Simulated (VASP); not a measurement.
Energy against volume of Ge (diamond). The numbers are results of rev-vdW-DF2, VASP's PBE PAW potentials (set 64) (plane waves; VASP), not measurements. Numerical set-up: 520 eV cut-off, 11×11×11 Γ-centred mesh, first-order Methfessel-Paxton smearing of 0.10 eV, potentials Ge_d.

| V (Å³/atom) | E (eV/atom) |
|---|---|
| 22.012 | -1.53744 |
| 22.715 | -1.55184 |
| 23.417 | -1.55659 |
| 24.120 | -1.55321 |

Fit these four points and predict the energy of the run at 24.822 Å³/atom.

A cubic in V^(−2/3), the third-order Birch-Murnaghan form, passes through the four points with V0 = 23.46 Å³/atom and B0 = 61 GPa, and gives -1.5430 eV/atom there. The run gave -1.5430 eV/atom, -0.0 meV/atom from the fit; all five points give B0 = 61 GPa.

The compound is Ge in the diamond structure. It was relaxed first.
